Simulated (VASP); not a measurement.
Energy against volume of PbO$_{2}$ (rutile). All values below come from optB86b-vdW, VASP's PBE PAW potentials (set 64) (plane waves; VASP). Settings: 520 eV cut-off, 5×5×7 Γ-centred mesh, Gaussian smearing of 0.050 eV, potentials Pb_d O.

Shape and ions are relaxed at each volume.

```csv
V (Å³/atom),E (eV/atom)
13.610,-3.22943
14.044,-3.24719
14.479,-3.25299
14.913,-3.24902
```

### Question
Fit these four points and predict the energy of the run at 15.347 Å³/atom.

### Answer
A cubic in V^(−2/3), the third-order Birch-Murnaghan form, passes through the four points with V0 = 14.50 Å³/atom and B0 = 118 GPa, and gives -3.2371 eV/atom there. The run gave -3.2372 eV/atom, -0.1 meV/atom from the fit; all five points give B0 = 118 GPa.

The compound is PbO2 in the rutile structure. It was relaxed first.
